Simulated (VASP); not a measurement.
Method: LDA (Ceperley-Alder, Perdew-Zunger), VASP's LDA PAW potentials (set 64) (plane waves; VASP).

VASP input:

File KPOINTS:
```
Regular mesh
0
gamma
13 13 7
0 0 0
```

**INCAR**
```
SYSTEM = Ti
PREC = Accurate; ENCUT = 400; LREAL = F
LASPH = T
EDIFF = 1E-6; NELM = 100; ALGO = Normal
LMAXMIX = 4
ISMEAR = 1; SIGMA = 0.1
IBRION = 2; NSW = 60; ISIF = 3
EDIFFG = -0.01
LWAVE = F; LCHARG = F
```

POSCAR:
```
Ti
1
    1.4750000000    -2.5547750000     0.0000000000
    1.4750000000     2.5547750000     0.0000000000
    0.0000000000     0.0000000000     4.6800000000
Ti
2
Direct
  0.3333330000   0.6666670000   0.2500000000
  0.6666670000   0.3333330000   0.7500000000
```

POTCAR, in this order: Ti_sv (LDA.64 set). Program: vasp_std.

Output

### OUTCAR
```
 ion  position               nearest neighbor table
   1  0.333  0.667  0.250-   2 2.89   2 2.89   2 2.89   2 2.89   2 2.89   2 2.89
   2  0.667  0.333  0.750-   1 2.89   1 2.89   1 2.89   1 2.89   1 2.89   1 2.89
  LATTYP: Found a hexagonal cell.
 ALAT       =     2.9500000510
 C/A-ratio  =     1.5864406506
 Subroutine PRICEL returns:
 Original cell was already a primitive cell.
 Subroutine GETGRP returns: Found 24 space group operations
The static configuration has the point symmetry D_3d.
 The point group associated with its full space group is D_6h.
The dynamic configuration has the point symmetry D_3d.
 Subroutine INISYM returns: Found 24 space group operations
 Subroutine IBZKPT returns following result:
 Found     84 irreducible k-points:

 Following reciprocal coordinates:
            Coordinates               Weight
  0.000000  0.000000  0.000000      1.000000
  0.076923  0.000000  0.000000      6.000000
  0.153846  0.000000  0.000000      6.000000
  0.230769  0.000000  0.000000      6.000000
  0.307692  0.000000  0.000000      6.000000
  0.384615  0.000000  0.000000      6.000000
  0.461538 -0.000000  0.000000      6.000000
  0.076923  0.076923  0.000000      6.000000
  0.153846  0.076923  0.000000     12.000000
  0.230769  0.076923  0.000000     12.000000
  0.307692  0.076923  0.000000     12.000000
  0.384615  0.076923  0.000000     12.000000
  0.461538  0.076923  0.000000      6.000000
  0.153846  0.153846  0.000000      6.000000
  0.230769  0.153846  0.000000     12.000000
  0.307692  0.153846  0.000000     12.000000
  0.384615  0.153846  0.000000     12.000000
  0.230769  0.230769  0.000000      6.000000
  0.307692  0.230769  0.000000     12.000000
  0.384615  0.230769  0.000000      6.000000
  0.307692  0.307692  0.000000      6.000000
  0.000000  0.000000  0.142857      2.000000
...
```

File OSZICAR:
```
...
DAV:  11    -0.169832884462E+02   -0.67759E-04   -0.20194E-04  3152   0.115E-01    0.217E-02
DAV:  12    -0.169832824460E+02    0.60002E-05   -0.39100E-05  3952   0.407E-02    0.798E-03
DAV:  13    -0.169832815163E+02    0.92971E-06   -0.73941E-07  1936   0.991E-03
   1 F= -.16983282E+02 E0= -.16983279E+02  d E =-.169833E+02
       N       E                     dE             d eps       ncg     rms          rms(c)
DAV:   1    -0.264221966261E+02   -0.94389E+01   -0.23901E+02  3624   0.199E+02    0.265E+01
DAV:   2    -0.172232674980E+02    0.91989E+01   -0.33632E+01  3160   0.768E+01    0.878E+00
DAV:   3    -0.166354060653E+02    0.58786E+00   -0.97385E+00  3864   0.240E+01    0.365E+00
DAV:   4    -0.168322503975E+02   -0.19684E+00   -0.16699E+00  3344   0.122E+01    0.557E-01
DAV:   5    -0.169048835197E+02   -0.72633E-01   -0.18755E-01  3848   0.364E+00    0.928E-01
DAV:   6    -0.170106788506E+02   -0.10580E+00   -0.22718E-01  3672   0.280E+00    0.379E-01
DAV:   7    -0.170159285665E+02   -0.52497E-02   -0.11609E-02  3712   0.878E-01    0.257E-01
DAV:   8    -0.170205005718E+02   -0.45720E-02   -0.11310E-02  3432   0.774E-01    0.912E-02
DAV:   9    -0.170205438415E+02   -0.43270E-04   -0.10977E-03  3968   0.204E-01    0.100E-02
DAV:  10    -0.170205569184E+02   -0.13077E-04   -0.56602E-05  3392   0.623E-02    0.161E-02
DAV:  11    -0.170205552884E+02    0.16300E-05   -0.27664E-05  3744   0.277E-02    0.419E-03
DAV:  12    -0.170205553648E+02   -0.76353E-07   -0.52887E-07  1672   0.551E-03
   2 F= -.17020555E+02 E0= -.17020507E+02  d E =-.372738E-01
       N       E                     dE             d eps       ncg     rms          rms(c)
DAV:   1    -0.189738360900E+02   -0.19533E+01   -0.48411E+01  3592   0.102E+02    0.117E+01
DAV:   2    -0.171205217682E+02    0.18533E+01   -0.10172E+01  4112   0.374E+01    0.356E+00
DAV:   3    -0.170019622802E+02    0.11856E+00   -0.13443E+00  3672   0.839E+00    0.101E+00
DAV:   4    -0.170451750016E+02   -0.43213E-01   -0.19922E-01  3680   0.342E+00    0.505E-01
DAV:   5    -0.170882084045E+02   -0.43033E-01   -0.95968E-02  3520   0.176E+00    0.636E-01
DAV:   6    -0.170964170823E+02   -0.82087E-02   -0.15694E-02  3840   0.122E+00    0.178E-01
DAV:   7    -0.170981702962E+02   -0.17532E-02   -0.36397E-03  3504   0.388E-01    0.792E-02
DAV:   8    -0.170985535426E+02   -0.38325E-03   -0.66801E-04  3736   0.154E-01    0.238E-02
DAV:   9    -0.170985705157E+02   -0.16973E-04   -0.65086E-05  3952   0.619E-02    0.427E-03
DAV:  10    -0.170985698400E+02    0.67570E-06   -0.20604E-06  2312   0.108E-02
   3 F= -.17098570E+02 E0= -.17098597E+02  d E =-.115288E+00
       N       E                     dE             d eps       ncg     rms          rms(c)
DAV:   1    -0.170997861247E+02   -0.12156E-02   -0.30917E-02  3608   0.246E+00    0.300E-01
DAV:   2    -0.170985822359E+02    0.12039E-02   -0.60940E-03  4040   0.932E-01    0.896E-02
DAV:   3    -0.170985066837E+02    0.75552E-04   -0.83517E-04  3824   0.210E-01    0.293E-02
DAV:   4    -0.170985317698E+02   -0.25086E-04   -0.17113E-04  3576   0.952E-02    0.107E-02
DAV:   5    -0.170985519128E+02   -0.20143E-04   -0.41263E-05  3464   0.460E-02    0.158E-02
DAV:   6    -0.170985606793E+02   -0.87665E-05   -0.19898E-05  3856   0.330E-02    0.412E-03
DAV:   7    -0.170985616384E+02   -0.95909E-06   -0.18459E-06  2176   0.106E-02
   4 F= -.17098562E+02 E0= -.17098591E+02  d E =-.115280E+00
       N       E                     dE             d eps       ncg     rms          rms(c)
DAV:   1    -0.171000108496E+02   -0.14502E-02   -0.71553E-02  2832   0.383E+00    0.254E-01
DAV:   2    -0.170991548365E+02    0.85601E-03   -0.42116E-03  2688   0.824E-01    0.129E-01
DAV:   3    -0.170987995269E+02    0.35531E-03   -0.12629E-03  4008   0.369E-01    0.158E-02
DAV:   4    -0.170987983552E+02    0.11716E-05   -0.10255E-04  3096   0.150E-01    0.859E-03
DAV:   5    -0.170987979491E+02    0.40613E-06   -0.43931E-06  3064   0.207E-02
   5 F= -.17098798E+02 E0= -.17098871E+02  d E =-.236311E-03
       N       E                     dE             d eps       ncg     rms          rms(c)
DAV:   1    -0.170991416341E+02   -0.34328E-03   -0.17708E-02  2832   0.191E+00    0.126E-01
DAV:   2    -0.170989336799E+02    0.20795E-03   -0.10423E-03  2688   0.409E-01    0.639E-02
DAV:   3    -0.170988455153E+02    0.88165E-04   -0.31067E-04  4000   0.183E-01    0.790E-03
DAV:   4    -0.170988449515E+02    0.56383E-06   -0.25329E-05  3152   0.744E-02    0.428E-03
DAV:   5    -0.170988449687E+02   -0.17171E-07   -0.97270E-07  2232   0.103E-02
   6 F= -.17098845E+02 E0= -.17098935E+02  d E =-.283330E-03
       N       E                     dE             d eps       ncg     rms          rms(c)
DAV:   1    -0.170989198919E+02   -0.74940E-04   -0.41292E-03  2824   0.921E-01    0.607E-02
DAV:   2    -0.170988719465E+02    0.47945E-04   -0.24352E-04  2712   0.198E-01    0.309E-02
DAV:   3    -0.170988510451E+02    0.20901E-04   -0.72495E-05  4008   0.885E-02    0.384E-03
DAV:   4    -0.170988507678E+02    0.27722E-06   -0.58794E-06  2736   0.360E-02
   7 F= -.17098851E+02 E0= -.17098948E+02  d E =-.289129E-03
       N       E                     dE             d eps       ncg     rms          rms(c)
DAV:   1    -0.170988709707E+02   -0.19926E-04   -0.12987E-03  2840   0.517E-01    0.341E-02
DAV:   2    -0.170988561376E+02    0.14833E-04   -0.77258E-05  2728   0.111E-01    0.173E-02
DAV:   3    -0.170988494294E+02    0.67083E-05   -0.22743E-05  3928   0.497E-02    0.218E-03
DAV:   4    -0.170988492687E+02    0.16063E-06   -0.17848E-06  1872   0.206E-02
   8 F= -.17098849E+02 E0= -.17098950E+02  d E =-.287630E-03
       N       E                     dE             d eps       ncg     rms          rms(c)
DAV:   1    -0.170988577409E+02   -0.83115E-05   -0.41262E-04  2808   0.291E-01    0.194E-02
DAV:   2    -0.170988524529E+02    0.52880E-05   -0.24366E-05  2704   0.628E-02    0.985E-03
DAV:   3    -0.170988505479E+02    0.19050E-05   -0.73492E-06  3568   0.283E-02    0.118E-03
DAV:   4    -0.170988506359E+02   -0.88010E-07   -0.58108E-07  1424   0.121E-02
   9 F= -.17098851E+02 E0= -.17098949E+02  d E =-.288998E-03
       N       E                     dE             d eps       ncg     rms          rms(c)
DAV:   1    -0.171005545306E+02   -0.17040E-02   -0.42065E-02  3800   0.286E+00    0.359E-01
DAV:   2    -0.170988319929E+02    0.17225E-02   -0.77592E-03  3920   0.107E+00    0.100E-01
DAV:   3    -0.170987625666E+02    0.69426E-04   -0.12407E-03  3880   0.248E-01    0.344E-02
DAV:   4    -0.170988069169E+02   -0.44350E-04   -0.20627E-04  3592   0.109E-01    0.142E-02
DAV:   5    -0.170988384457E+02   -0.31529E-04   -0.64663E-05  3512   0.548E-02    0.193E-02
DAV:   6    -0.170988485954E+02   -0.10150E-04   -0.24562E-05  3952   0.406E-02    0.477E-03
DAV:   7    -0.170988497083E+02   -0.11129E-05   -0.31058E-06  2496   0.125E-02    0.126E-03
DAV:   8    -0.170988499530E+02   -0.24474E-06   -0.45927E-07  1360   0.628E-03
  10 F= -.17098850E+02 E0= -.17098944E+02  d E =0.682923E-06
       N       E                     dE             d eps       ncg     rms          rms(c)
DAV:   1    -0.170993162325E+02   -0.46652E-03   -0.11018E-02  3784   0.146E+00    0.185E-01
DAV:   2    -0.170988677162E+02    0.44852E-03   -0.20249E-03  3904   0.549E-01    0.522E-02
DAV:   3    -0.170988455223E+02    0.22194E-04   -0.32966E-04  3864   0.128E-01    0.177E-02
DAV:   4    -0.170988552766E+02   -0.97544E-05   -0.54900E-05  3568   0.564E-02    0.712E-03
DAV:   5    -0.170988633780E+02   -0.81014E-05   -0.16157E-05  3512   0.275E-02    0.972E-03
DAV:   6    -0.170988664225E+02   -0.30445E-05   -0.64724E-06  3288   0.203E-02    0.237E-03
DAV:   7    -0.170988667960E+02   -0.37351E-06   -0.72326E-07  1464   0.702E-03
  11 F= -.17098867E+02 E0= -.17098963E+02  d E =-.161601E-04
```

File OUTCAR:
```
------------------------ aborting loop because EDIFF is reached ----------------------------------------
  FORCE on cell =-STRESS in cart. coord.  units (eV):
  Direction    XX          YY          ZZ          XY          YZ          ZX
  --------------------------------------------------------------------------------------
  Total       -0.0013494     -0.0013494     -0.0076613      0.0000000      0.0000000      0.0000000
  in kB       -0.0675380     -0.0675380     -0.3834627      0.0000000      0.0000000      0.0000000
  external PRESSURE =      -0.1728463 kB  Pullay stress =       0.0000000 kB
  volume of cell :       32.01
      direct lattice vectors                 reciprocal lattice vectors
     1.425585603 -2.469186747 -0.000000000     0.350733060 -0.202495822  0.000000000
     1.425585603  2.469186747  0.000000000     0.350733060  0.202495822 -0.000000000
    -0.000000000  0.000000000  4.546896845    -0.000000000 -0.000000000  0.219930215
 POSITION                                       TOTAL-FORCE (eV/Angst)
 -----------------------------------------------------------------------------------
      1.42559      0.82306      1.13672        -0.000000     -0.000000      0.000000
      1.42559     -0.82306      3.41017         0.000000      0.000000     -0.000000
 -----------------------------------------------------------------------------------
    total drift:                                0.000160      0.001044     -0.000018
  FREE ENERGIE OF THE ION-ELECTRON SYSTEM (eV)
  ---------------------------------------------------
  free  energy   TOTEN  =       -17.0988667960 eV

  energy  without entropy=      -17.0991564543  energy(sigma->0) =      -17.09896335

 reached required accuracy - stopping structural energy minimisation
```
(Selected blocks of OUTCAR.)

CONTCAR:
```
Ti
   1.00000000000000
     1.4255856025700833   -2.4691867471254283   -0.0000000000000000
     1.4255856025700833    2.4691867471254283    0.0000000000000000
    -0.0000000000000000    0.0000000000000000    4.5468968450604015
  Ti
     2
Direct
     0.3333330000000032    0.6666669999999968    0.2500000000000000
     0.6666669999999968    0.3333330000000032    0.7500000000000000
```

Energy and stress use the plane-wave basis of the starting cell.

The compound is Ti in the hcp structure. This run relaxes it. Symmetry was kept, so distortions that lower it aren't found.
